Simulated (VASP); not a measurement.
```
CELL_PARAMETERS angstrom
      0.00000     3.31876     3.31876
      3.31876     0.00000     3.31876
      3.31876     3.31876     0.00000
ATOMIC_POSITIONS crystal
  K  0.00000 0.00000 0.00000
  Br 0.50000 0.50000 0.50000
```

Calculation: HSE06 screened hybrid, VASP's PBE PAW potentials (set 64) (plane waves; VASP 6.6.1). Settings: 520 eV cut-off, 6×6×6 Γ-centred mesh, Gaussian smearing of 0.050 eV, potentials K_sv Br.

### Question
Predict the energy per atom (σ→0), band gap (on the k-mesh) with the smallest direct gap where there is one.

### Answer

- band gap (on the k-mesh): 5.57 eV
- smallest direct gap (on the k-mesh): 5.57 eV
- energy per atom (σ→0): -3.594 eV/atom

Total energies compare only between runs with the same potentials, cut-off and functional.

The compound is KBr in the rock salt structure. This cell is one point of a volume scan, at 0.97 of the reference volume. The cell's shape comes from a PBE relaxation.
